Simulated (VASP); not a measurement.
Data:

```
CELL_PARAMETERS angstrom
      2.96130     0.00000     0.00000
      0.00000     2.96130     0.00000
      0.00000     0.00000     2.96130
ATOMIC_POSITIONS crystal
  Cr 0.00000 0.00000 0.00000
  Cr 0.50000 0.50000 0.50000
```
Starting moments (μB, in the order of the record's atoms Cr Cr): 1.5 -1.5.

Method: RPBE GGA, VASP's PBE PAW potentials (set 64) (plane waves; VASP 6.6.1). Numerical set-up: 520 eV cut-off, 13×13×13 Γ-centred mesh, first-order Methfessel-Paxton smearing of 0.10 eV, potentials Cr_pv.

Problem. Give the stress tensor in GPa (positive for a compressed cell).

Solution. 
```
-6.25   0.00   0.00
 0.00  -6.25   0.00
 0.00   0.00  -6.25
```
The pressure is its mean diagonal, -6.25 GPa.

The compound is Cr in the bcc, AFM order structure. This cell is one point of a volume scan, at 1.06 of the reference volume.
